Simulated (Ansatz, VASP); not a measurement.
## Hf16In14O53 (amorphous 30In2O3-70HfO2 (mol %)) in two plane-wave programs

Wanted: the spread between two codes on one cell, functional and k mesh. Of the first pair: The structure shown is the start of the Ansatz relaxation below; VASP solves that cell, so the two are compared at the walk's first step.

Calculated with Ansatz 0.2.0; plane waves, with VASP 6.6.1 beside it; revPBE.

## (1) Starting point

The cell holds 83 atoms: 14 In, 16 Hf and 53 O. Its edges and angles: a = 10.415 Å, b = 10.161 Å, c = 10.692 Å, α = 90.2°, β = 91.1°, γ = 89.7°. As first built, before any earlier steps moved the atoms or strained the cell (in the runner's words): 83 atoms (14 Sc, 16 Zr, 53 O) placed at random at 4.52 g/cm^3, melted at 5000 K for 10 ps at fixed volume with the Morse and Coulomb pair potential with partial charges (Pedone, Malavasi, Menziani, Cormack and Segre, J. Phys. Chem. B 110, 11780 (2006)). Quenched from 5000 K to 300 K at 200 K/ps and fixed volume, held 10 ps at zero pressure, then minimised at fixed cell. Then Sc was replaced by In, Zr was replaced by Hf and the cell scaled by 1.022 (the potential has no terms for the new elements, so the cell is a start for a DFT relaxation).

## (2) Ansatz: relaxation, revPBE

Ansatz runs on its PAW soft_1 files.

The two programs are compared at the cell with which this relaxation starts, whose forces are those of its first step.

File input.yaml:

```yaml
crystal:
  lattice:
    - [10.41491, 0.0231, -0.10418]
    - [0.02333, 10.1609, -0.02114]
    - [-0.10522, -0.02114, 10.69188]
  atoms:
    - { symbol: In, position: [0.29355, 0.68009, 0.81256] }
    - { symbol: In, position: [0.41792, 0.30386, 0.72177] }
    - { symbol: In, position: [0.30403, 0.65934, 0.2491] }
    - { symbol: In, position: [0.7716, 0.72068, 0.84121] }
    - { symbol: In, position: [0.03772, 0.87946, 0.34711] }
    - { symbol: In, position: [0.95246, 0.20995, 0.89171] }
    - { symbol: In, position: [0.05895, 0.19219, 0.18923] }
    - { symbol: In, position: [0.11426, 0.45432, 0.3836] }
    - { symbol: In, position: [0.24654, 0.05916, 0.89323] }
    - { symbol: In, position: [0.98624, 0.91138, 0.03773] }
    - { symbol: In, position: [0.26654, 0.40415, 0.97759] }
    - { symbol: In, position: [0.51111, 0.55372, 0.52533] }
    - { symbol: In, position: [0.56685, 0.10799, 0.45887] }
    - { symbol: In, position: [0.65312, 0.74236, 0.3249] }
    - { symbol: Hf, position: [0.63925, 0.9843, 0.71283] }
    - { symbol: Hf, position: [0.75103, 0.40041, 0.76662] }
    - { symbol: Hf, position: [0.05577, 0.50916, 0.75251] }
    - { symbol: Hf, position: [0.57575, 0.18392, 0.98942] }
    - { symbol: Hf, position: [0.33014, 0.03785, 0.21894] }
    - { symbol: Hf, position: [0.4875, 0.84385, 0.01256] }
    - { symbol: Hf, position: [0.21663, 0.12585, 0.55237] }
    - { symbol: Hf, position: [0.34527, 0.83012, 0.51561] }
    - { symbol: Hf, position: [0.8672, 0.61236, 0.51454] }
    - { symbol: Hf, position: [0.57656, 0.52587, 0.04181] }
    - { symbol: Hf, position: [0.97076, 0.54659, 0.07394] }
    - { symbol: Hf, position: [0.01795, 0.88875, 0.67816] }
    - { symbol: Hf, position: [0.42587, 0.34727, 0.27493] }
    - { symbol: Hf, position: [0.77626, 0.03892, 0.22686] }
    - { symbol: Hf, position: [0.89903, 0.20733, 0.50494] }
    - { symbol: Hf, position: [0.76252, 0.40899, 0.28376] }
    - { symbol: O, position: [0.88645, 0.86893, 0.20894] }
    - { symbol: O, position: [0.64776, 0.01899, 0.07741] }
    - { symbol: O, position: [0.25145, 0.45504, 0.76597] }
    - { symbol: O, position: [0.59926, 0.70751, 0.12803] }
    - { symbol: O, position: [0.40071, 0.22588, 0.532] }
    - { symbol: O, position: [0.75678, 0.20922, 0.33588] }
    - { symbol: O, position: [0.94083, 0.43065, 0.90801] }
    - { symbol: O, position: [0.9143, 0.72156, 0.98895] }
    - { symbol: O, position: [0.6684, 0.94513, 0.35078] }
    - { symbol: O, position: [0.67232, 0.54199, 0.87894] }
    - { symbol: O, position: [0.45882, 0.71352, 0.38644] }
    - { symbol: O, position: [0.5811, 0.44305, 0.36211] }
    - { symbol: O, position: [0.04192, 0.99866, 0.86332] }
    - { symbol: O, position: [0.10574, 0.59261, 0.21729] }
    - { symbol: O, position: [0.14382, 0.23248, 0.98351] }
    - { symbol: O, position: [0.90322, 0.1136, 0.07235] }
    - { symbol: O, position: [0.08966, 0.71064, 0.75372] }
    - { symbol: O, position: [0.58994, 0.33101, 0.13364] }
    - { symbol: O, position: [0.7369, 0.24945, 0.89112] }
    - { symbol: O, position: [0.58574, 0.40739, 0.65906] }
    - { symbol: O, position: [0.21615, 0.92341, 0.62881] }
    - { symbol: O, position: [0.38594, 0.48934, 0.13752] }
    - { symbol: O, position: [0.5342, 0.11618, 0.80539] }
    - { symbol: O, position: [0.14004, 0.56375, 0.9609] }
    - { symbol: O, position: [0.32278, 0.8684, 0.89731] }
    - { symbol: O, position: [0.29348, 0.01233, 0.40775] }
    - { symbol: O, position: [0.85402, 0.57396, 0.71142] }
    - { symbol: O, position: [0.3815, 0.67782, 0.6336] }
    - { symbol: O, position: [0.25699, 0.23962, 0.22609] }
    - { symbol: O, position: [0.37609, 0.84808, 0.17364] }
    - { symbol: O, position: [0.82588, 0.89123, 0.73517] }
    - { symbol: O, position: [0.81724, 0.60936, 0.32849] }
    - { symbol: O, position: [0.01687, 0.06988, 0.5977] }
    - { symbol: O, position: [0.95199, 0.79853, 0.5147] }
    - { symbol: O, position: [0.77396, 0.50037, 0.11027] }
    - { symbol: O, position: [0.45668, 0.34693, 0.92156] }
    - { symbol: O, position: [0.09904, 0.2653, 0.47003] }
    - { symbol: O, position: [0.44176, 0.65417, 0.9509] }
    - { symbol: O, position: [0.40317, 0.07374, 0.03419] }
    - { symbol: O, position: [0.72881, 0.1207, 0.58978] }
    - { symbol: O, position: [0.20042, 0.76749, 0.3929] }
    - { symbol: O, position: [0.25425, 0.17576, 0.73461] }
    - { symbol: O, position: [0.31883, 0.47564, 0.38509] }
    - { symbol: O, position: [0.95987, 0.0782, 0.34596] }
    - { symbol: O, position: [0.05448, 0.53343, 0.55892] }
    - { symbol: O, position: [0.9702, 0.37792, 0.22606] }
    - { symbol: O, position: [0.92307, 0.30503, 0.70055] }
    - { symbol: O, position: [0.68032, 0.67276, 0.53354] }
    - { symbol: O, position: [0.50913, 0.94106, 0.57821] }
    - { symbol: O, position: [0.61172, 0.85168, 0.85762] }
    - { symbol: O, position: [0.8445, 0.40375, 0.47045] }
    - { symbol: O, position: [0.14028, 0.98727, 0.16153] }
    - { symbol: O, position: [0.48626, 0.15015, 0.28405] }
kpoints:
  mp_grid: { grid: [1, 1, 1] }
hamiltonian:
  xc: revpbe
  pseudopotentials: { kind: paw, azcp: { folder: soft_1 } }
scf:
  occupations: { method: gaussian, width: 0.025 }
output:
  forces: true
  eigenvalues: true
  stress: true
relax:
  f_tol: 0.05
  max_steps: 70
```

Launch:

```sh
$ ansatz run input.yaml --threads 4 --pin off --max-ram 8192MiB --backend cpu --events-out ev --progress --plain --runs-dir out
```

Numbers of over 12 decimals in the logs are rounded to 6 here.

The log of the run:

```text
Warning: output.stress: scf.convergence.dr2_threshold = 1e-7 eV (the SCF's general default) is looser than the 8.3e-9 eV advised for a printed stress (1e-10 eV for each atom of the cell: 83). What an SCF threshold leaves in a stress goes as its square root, and in the free energy as the threshold itself, and one threshold admits the most on a small cell: [figures from the program's tests cut] Every solve of this run  [...]
Engine: ansatz 0.2.0, aarch64-unknown-linux-gnu
Pseudopotentials: kind: paw
Pseudopotential: In, paw, valence charge 13, recommended cutoff 420 eV (normal), soft_1/In.paw.azcp
Pseudopotential: Hf, paw, valence charge 26, recommended cutoff 420 eV (normal), soft_1/Hf.paw.azcp
Pseudopotential: O, paw, valence charge 6, recommended cutoff 420 eV (normal), soft_1/O.paw.azcp
Functional definition: revPBE
  parameter kappa = 1.245
  parameter beta = 0.066725
  exchange = pbe_x(kappa = kappa, mu = beta*pi^2/3)
  correlation = pbe_c(beta = beta)
Crystal: 83 atoms, lattice volume = 1131.345 Å³
Basis set: ecut = 420 eV, 22105 PW (Γ), exchange–correlation on 144×144×144 points (8 copies of the dense FFT grid, shifted against one another)
Bands: 550, of which v1, the nominal top of the filled ones, is band 458 counted from 1 (457 counted from 0)
Symmetry: 1 space group operations
Space group: P1 (ITA 1), of the structure as read, at distance tolerance 1.0e-4 Å
k-points: 1
Non-local potential: In, projectors of the file, l = 0: 2, l = 1: 2, l = 2: 2, l = 3: 1
Non-local potential: Hf, projectors of the file, l = 0: 3, l = 1: 2, l = 2: 2, l = 3: 3
Non-local potential: O, projectors of the file, l = 0: 2, l = 1: 2, l = 2: 1
PAW form: soft (Blöchl's): semilocal exchange-correlation on the pseudo side does not see the compensation charge
PAW frozen core: In, regenerated for the run's functional, and the local potential with it (the file was generated under x = pbe(κ = 0.804, μ = 0.219515), c = pbe(β = 0.066725))
PAW frozen core: Hf, regenerated for the run's functional, and the local potential with it (the file was generated under x = pbe(κ = 0.804, μ = 0.219515), c = pbe(β = 0.066725))
PAW frozen core: O, regenerated for the run's functional, and the local potential with it (the file was generated under x = pbe(κ = 0.804, μ = 0.219515), c = pbe(β = 0.066725))
PAW one-centre angular grid: In, 590 points (default); XC on 64 Gauss nodes
PAW one-centre angular grid: Hf, 590 points (default); XC on 64 Gauss nodes
PAW one-centre angular grid: O, 110 points (default); XC on 64 Gauss nodes
Initial density: superposition of atomic densities (chi_scale 0.1, normalization cell, long waves kept (reshape's long-wave potential 0.45 eV rms))
Initial wavefunctions: pseudopotential atomic-orbital guess
Functional: x = revpbe(κ = 1.245, μ = 0.219515), c = pbe(β = 0.066725)
SCF iter   1: F=—  HF=-360403.122596 eV  |F-HF|=—  |Δ(HF+E_count)|=         —  Δρ=9.01e-2  dr2=1.41e2  ethr=3.10e-3  ⟨swp⟩=6.0  Hψ=1794  notcnv=0  defer=60
preconditioner: auto → Resta (q_TF=auto, 2.634 Å⁻¹)  ε∞=5.3  [insulator: Δε(μ)=1.647 eV  Ē_g=14.876 eV  σ=0.025 eV  W_gap=1.00  n_scr=354 (ndim 8)  ℏωp=31.0 eV  f_vac=0.032  D(μ)=0.00/eV (n_scr^D=0)  ε∞_Penn≈5.3]
SCF iter   2: F=—  HF=-360375.213922 eV  |F-HF|=—  |Δ(HF+E_count)|=    2.79e1  Δρ=4.30e-2  dr2=2.72e1  ethr=3.10e-3  ⟨swp⟩=3.0  Hψ=1108  notcnv=0  defer=83
SCF iter   3: F=—  HF=-360368.544281 eV  |F-HF|=—  |Δ(HF+E_count)|=    6.67e0  Δρ=2.61e-2  dr2=7.85e0  ethr=2.97e-3  ⟨swp⟩=2.0  Hψ=985  notcnv=0  defer=86
SCF iter   4: F=—  HF=-360366.978041 eV  |F-HF|=—  |Δ(HF+E_count)|=    1.57e0  Δρ=8.91e-3  dr2=7.42e-1  ethr=8.57e-4  ⟨swp⟩=3.0  Hψ=933  notcnv=0  defer=86
SCF iter   5: F=—  HF=-360367.486565 eV  |F-HF|=—  |Δ(HF+E_count)|=   5.09e-1  Δρ=5.88e-3  dr2=3.80e-1  ethr=8.10e-5  ⟨swp⟩=3.0  Hψ=1095  notcnv=0  defer=88
SCF iter   6: F=—  HF=-360367.426673 eV  |F-HF|=—  |Δ(HF+E_count)|=   5.99e-2  Δρ=1.72e-3  dr2=4.45e-2  ethr=4.15e-5  ⟨swp⟩=3.0  Hψ=925  notcnv=0  defer=88
[...]
--- Relaxed structure (5 steps of the walk, 4 accepted, 0 SCFs on fresh bases) ---
  F+E_penalty+E_count = -360367.49433909 eV   max|allowed force component| = 3.730e-2 eV/Å
  atoms:
    - { symbol: In, position: [0.292764, 0.679064, 0.812365] }
    - { symbol: In, position: [0.419092, 0.302315, 0.721485] }
    - { symbol: In, position: [0.303185, 0.659064, 0.249511] }
    - { symbol: In, position: [0.772698, 0.721432, 0.842790] }
    - { symbol: In, position: [0.038797, 0.879804, 0.347434] }
    - { symbol: In, position: [0.951905, 0.210673, 0.892428] }
    - { symbol: In, position: [0.059840, 0.192699, 0.189390] }
    - { symbol: In, position: [0.114315, 0.454467, 0.383978] }
    - { symbol: In, position: [0.245838, 0.058663, 0.893824] }
    - { symbol: In, position: [0.987960, 0.911011, 0.038055] }
    - { symbol: In, position: [0.266229, 0.403767, 0.977148] }
    - { symbol: In, position: [0.512639, 0.554697, 0.526496] }
    - { symbol: In, position: [0.567183, 0.107587, 0.457923] }
    - { symbol: In, position: [0.651273, 0.742205, 0.325532] }
    - { symbol: Hf, position: [0.640072, 0.983416, 0.711993] }
    - { symbol: Hf, position: [0.750764, 0.400991, 0.767107] }
    - { symbol: Hf, position: [0.055108, 0.510062, 0.752706] }
    - { symbol: Hf, position: [0.575591, 0.184232, 0.989018] }
    - { symbol: Hf, position: [0.330132, 0.038196, 0.218532] }
    - { symbol: Hf, position: [0.486678, 0.843156, 0.011496] }
    - { symbol: Hf, position: [0.216552, 0.126099, 0.552512] }
    - { symbol: Hf, position: [0.345163, 0.830751, 0.515914] }
    - { symbol: Hf, position: [0.866552, 0.612331, 0.514605] }
    - { symbol: Hf, position: [0.576451, 0.526216, 0.041569] }
    - { symbol: Hf, position: [0.970732, 0.545700, 0.074905] }
    - { symbol: Hf, position: [0.017887, 0.888842, 0.678221] }
    - { symbol: Hf, position: [0.425004, 0.348156, 0.274541] }
    - { symbol: Hf, position: [0.777924, 0.038524, 0.226251] }
    - { symbol: Hf, position: [0.899063, 0.206867, 0.504884] }
    - { symbol: Hf, position: [0.761390, 0.409262, 0.283991] }
    - { symbol: O, position: [0.888814, 0.869471, 0.209090] }
    - { symbol: O, position: [0.649175, 0.021884, 0.077821] }
    - { symbol: O, position: [0.249343, 0.456058, 0.766432] }
    - { symbol: O, position: [0.598240, 0.707597, 0.127854] }
    - { symbol: O, position: [0.400565, 0.225057, 0.532586] }
    - { symbol: O, position: [0.757124, 0.209014, 0.334306] }
    - { symbol: O, position: [0.941119, 0.430967, 0.908268] }
    - { symbol: O, position: [0.914934, 0.721140, 0.989690] }
    - { symbol: O, position: [0.669083, 0.945075, 0.349212] }
    - { symbol: O, position: [0.673162, 0.542855, 0.879620] }
    - { symbol: O, position: [0.458338, 0.713459, 0.387063] }
    - { symbol: O, position: [0.580165, 0.442622, 0.362118] }
    - { symbol: O, position: [0.043235, 0.997521, 0.863416] }
    - { symbol: O, position: [0.105201, 0.592604, 0.218874] }
    - { symbol: O, position: [0.143304, 0.232106, 0.982884] }
    - { symbol: O, position: [0.905378, 0.113047, 0.071928] }
    - { symbol: O, position: [0.090086, 0.710727, 0.754176] }
    - { symbol: O, position: [0.588077, 0.331979, 0.132681] }
    - { symbol: O, position: [0.736374, 0.251389, 0.892509] }
    - { symbol: O, position: [0.585985, 0.407523, 0.660213] }
    - { symbol: O, position: [0.215079, 0.923233, 0.627740] }
    - { symbol: O, position: [0.385945, 0.490126, 0.136865] }
    - { symbol: O, position: [0.537143, 0.116009, 0.804387] }
    - { symbol: O, position: [0.139293, 0.562772, 0.963262] }
[...]
- { symbol: O, position: [0.969653, 0.378066, 0.225916] }
    - { symbol: O, position: [0.920983, 0.303791, 0.701091] }
    - { symbol: O, position: [0.680586, 0.672861, 0.533716] }
    - { symbol: O, position: [0.509358, 0.940831, 0.577919] }
    - { symbol: O, position: [0.612985, 0.851866, 0.858141] }
    - { symbol: O, position: [0.843805, 0.403264, 0.470531] }
    - { symbol: O, position: [0.141046, 0.987588, 0.162351] }
    - { symbol: O, position: [0.484539, 0.150709, 0.284503] }
```

## (3) VASP: single point, revPBE, start cell, pair 1

The same cell, functional, mesh and smearing now go to VASP, with its own data sets.

Lines of VASP's logs that name or quote its potential files are left out, and so is its time.

File INCAR:

```
SYSTEM = Hf16In14O53
PREC = Accurate
ENCUT = 520
EDIFF = 1E-06
NELM = 120
ISMEAR = 0
SIGMA = 0.025
LREAL = Auto
ALGO = Normal
GGA = RE
NBANDS = 392
LASPH = .TRUE.
LORBIT = 11
LWAVE = .FALSE.
LCHARG = .FALSE.
ISIF = 2
GGA_COMPAT = .FALSE.
EFERMI = MIDGAP
NCORE = 2
```

File POSCAR:

```
Hf16In14O53
1.0
   10.4149100000      0.0231000000     -0.1041800000
    0.0233300000     10.1609000000     -0.0211400000
   -0.1052200000     -0.0211400000     10.6918800000
In Hf O
14 16 53
Direct
    0.2935532609      0.6800870365      0.8125567644
    0.4179157954      0.3038613047      0.7217684912
    0.3040283263      0.6593355756      0.2490967000
    0.7715955955      0.7206801886      0.8412103398
    0.0377156242      0.8794562096      0.3471064881
    0.9524640887      0.2099468401      0.8917109044
    0.0589469090      0.1921914996      0.1892280887
    0.1142557351      0.4543170389      0.3836002111
    0.2465413333      0.0591569478      0.8932325516
    0.9862406489      0.9113774833      0.0377307892
    0.2665441766      0.4041481715      0.9775934882
    0.5111092464      0.5537205197      0.5253288489
    0.5668471809      0.1079930175      0.4588657104
    0.6531181802      0.7423635153      0.3249040783
    0.6392508731      0.9843028231      0.7128311689
    0.7510311755      0.4004131054      0.7666198237
    0.0557662689      0.5091596132      0.7525125015
    0.5757530276      0.1839223360      0.9894209502
    0.3301376520      0.0378511981      0.2189412821
    0.4874967556      0.8438528492      0.0125634090
    0.2166301770      0.1258523218      0.5523658187
    0.3452728515      0.8301158510      0.5156080292
    0.8672041728      0.6123615960      0.5145391320
    0.5765609468      0.5258653483      0.0418058296
    0.9707648315      0.5465892280      0.0739429526
    0.0179474371      0.8887521404      0.6781555708
    0.4258727374      0.3472698620      0.2749290776
    0.7762585112      0.0389202054      0.2268631321
    0.8990276949      0.2073346715      0.5049386787
    0.7625236441      0.4089878167      0.2837560575
    0.8864514483      0.8689328584      0.2089361041
    0.6477638568      0.0189917385      0.0774125340
    0.2514451798      0.4550368702      0.7659658580
    0.5992625107      0.7075124844      0.1280306160
    0.4007147025      0.2258845233      0.5320038811
    0.7567765875      0.2092156123      0.3358776757
    0.9408332551      0.4306470938      0.9080086840
    0.9142972012      0.7215587280      0.9889472416
    0.6684032165      0.9451303928      0.3507815561
    0.6723185444      0.5419943304      0.8789380264
    0.4588244174      0.7135165709      0.3864413057
    0.5810961824      0.4430544165      0.3621070168
    0.0419244582      0.9986597705      0.8633167747
    0.1057366516      0.5926100054      0.2172904503
    0.1438189587      0.2324763787      0.9835124982
    0.9032207496      0.1135987129      0.0723538811
    0.0896625075      0.7106420098      0.7537181499
    0.5899368305      0.3310137486      0.1336394768
    0.7368996929      0.2494479706      0.8911195730
    0.5857412525      0.4073853687      0.6590641356
    0.2161535693      0.9234122818      0.6288080127
    0.3859422402      0.4893357789      0.1375204380
    0.5341988009      0.1161792660      0.8053877205
    0.1400447512      0.5637471437      0.9608981280
    0.3227828919      0.8683987402      0.8973057564
    0.2934846398      0.0123257175      0.4077520320
    0.8540222718      0.5739561930      0.7114188968
    0.3814966992      0.6778220164      0.6335998425
    0.2569872417      0.2396188487      0.2260910591
    0.3760939227      0.8480826427      0.1736373708
    0.8258796840      0.8912265385      0.7351729232
    0.8172368033      0.6093619856      0.3284943006
    0.0168661723      0.0698802040      0.5976997858
    0.9519935839      0.7985306226      0.5147045823
    0.7739605077      0.5003742435      0.1102714506
    0.4566791897      0.3469311275      0.9215601898
    0.0990375730      0.2652962542      0.4700320334
    0.4417601536      0.6541740842      0.9509040331
    0.4031697895      0.0737444091      0.0341905432
    0.7288052326      0.1207011772      0.5897820170
    0.2004179659      0.7674887245      0.3928966894
    0.2542504586      0.1757577135      0.7346138687
    0.3188335502      0.4756444623      0.3850932860
    0.9598717127      0.0781958820      0.3459590358
    0.0544762301      0.5334327924      0.5589243522
    0.9702022238      0.3779160463      0.2260561111
    0.9230704513      0.3050307289      0.7005516176
    0.6803172641      0.6727616266      0.5335355086
    0.5091339302      0.9410645055      0.5782084794
    0.6117161646      0.8516764627      0.8576165305
    0.8444990422      0.4037474461      0.4704518879
    0.1402761403      0.9872722314      0.1615323875
    0.4862629400      0.1501512811      0.2840504262
```

File KPOINTS:

```
Automatic mesh
0
Gamma
1 1 1
0 0 0
```

Potentials, in the order of the species: In_d, Hf_pv and O (PBE family, release 64).

Launch:

```sh
$ mpirun -np 8 vasp_gam
```

The log of the run:

```text
[banner, memory and clock lines left out]
running    8 mpi-ranks, on    1 nodes
[...]
|                                                                             |
|               ----> ADVICE to this user running VASP <----                  |
|                                                                             |
|     You enforced a specific xc type in the INCAR file but a different       |
|     [... a line on the potential file left out ...]
|     I HOPE YOU KNOW WHAT YOU ARE DOING!                                     |
|                                                                             |

 LDA part: xc-table for (Slater+PW92), standard interpolation
 POSCAR, INCAR and KPOINTS ok, starting setup
[...]
entering main loop
       N       E                     dE             d eps       ncg     rms          rms(c)
DAV:   1     0.137294527029E+05    0.13729E+05   -0.31570E+05   784   0.224E+03
DAV:   2     0.232019091981E+04   -0.11409E+05   -0.10960E+05   848   0.703E+02
DAV:   3    -0.337338726007E+03   -0.26575E+04   -0.24677E+04   808   0.295E+02
DAV:   4    -0.753302662171E+03   -0.41596E+03   -0.40679E+03  1072   0.115E+02
[...]
DAV:  17    -0.639741340805E+03   -0.34623E-04   -0.11311E-04  1104   0.251E-02    0.344E-02
DAV:  18    -0.639741341846E+03   -0.10406E-05   -0.22424E-05  1048   0.121E-02    0.110E-02
DAV:  19    -0.639741341422E+03    0.42449E-06   -0.36275E-06   712   0.523E-03
   1 F= -.63974134E+03 E0= -.63974134E+03  d E =0.000000E+00
```

Parts of OUTCAR (step 3):

```text
  FREE ENERGIE OF THE ION-ELECTRON SYSTEM (eV)
  ---------------------------------------------------
  free  energy   TOTEN  =      -639.7413414216 eV

  energy  without entropy=     -639.7413414216  energy(sigma->0) =     -639.74134142

[... 1 further part left out ...]
```

Harder data sets than Hf_pv exist (the GW ones), and pressures, volumes and forces can shift noticeably with them.

[end of part 1 of 3]

[Lines on the potential files, build, host, timing and source positions are cut from VASP's logs without a mark.]

[Logs are printed without paths, hosts, clocks, repeated set-up lines and the standing remarks that a program may print on its own settings, such as how far it seeks lower states.]

[Hosts, paths, dates, database ids (printed as entryN), source tags and the programs' standing remarks are cut or masked in the printed files.]
